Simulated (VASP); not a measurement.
An input for Ansatz (written as the equivalent of a VASP run, and not itself run):

Ansatz 0.2 input:
```yaml
crystal:
  lattice:
    - [1.6304261, -2.8239813, 0.0000000]
    - [1.6304261, 2.8239813, 0.0000000]
    - [0.0000000, 0.0000000, 10.5133928]
  atoms:
    - { symbol: La, position: [0.0000000, 0.0000000, 0.5000000] }
    - { symbol: La, position: [0.0000000, 0.0000000, 0.0000000] }
    - { symbol: La, position: [0.3333330, 0.6666670, 0.2500000] }
    - { symbol: La, position: [0.6666670, 0.3333330, 0.7500000] }
kpoints:
  mp_grid: { grid: [11, 11, 3] }
hamiltonian:
  xc: pbe
  pseudopotentials: { kind: paw }
scf:
  occupations: { method: methfessel_paxton, width: 0.1 }
  max_iter: 100
relax:
  max_steps: 40
  f_tol: 0.02
  cell: { p_target: 30 }
output: { forces: true, stress: true, eigenvalues: true }
```

Question: Translate this input to VASP (INCAR, KPOINTS, POSCAR, choice of POTCAR).

Answer: Several could match; the one computed here: 
### INCAR
```
! general
SYSTEM  = La
PREC    = Accurate
ENCUT   = 500   ! plane-wave cut-off (eV)
LREAL   = .FALSE.   ! projection in real space or not
LASPH   = .TRUE.

! electronic loop
EDIFF   = 1E-6   ! SCF stop (eV)
NELM    = 100   ! most electronic steps
ALGO    = Normal   ! blocked Davidson
LMAXMIX = 6   ! l cut-off of mixed one-centre charges

! smearing
ISMEAR  = 1   ! Methfessel-Paxton
SIGMA   = 0.1

! functional
GGA     = PE

! ions
IBRION  = 2   ! conjugate gradients
NSW     = 40   ! most ionic steps
ISIF    = 3   ! ions, shape and volume
EDIFFG  = -0.02   ! ionic stop
PSTRESS = 300   ! kbar

! output
LWAVE   = .FALSE.
LCHARG  = .FALSE.
```

**KPOINTS**
```
Automatic mesh
0
Gamma
11 11 3
0 0 0
```

File POSCAR:
```
La
1
    1.6304261500    -2.8239812802     0.0000000000
    1.6304261500     2.8239812802     0.0000000000
   -0.0000000000     0.0000000000    10.5133928406
La
4
Direct
  0.0000000000   0.0000000000   0.5000000000
  0.0000000000   0.0000000000   0.0000000000
  0.3333330000   0.6666670000   0.2500000000
  0.6666670000   0.3333330000   0.7500000000
```

POTCAR, in this order: La (PBE.64 set). Program: vasp_std.

What does not carry over: each code has its own PAW files, so the cut-off isn't converted (ENCUT is set for VASP's; basis.ecutwfc is left out, and Ansatz then takes the one that its files recommend); Ansatz stops its SCF on the density residual and VASP on the energy change (EDIFF).

The compound is La in the dhcp structure. This run relaxes it under an external pressure of 30 GPa. Symmetry was kept, so distortions that lower it aren't found.
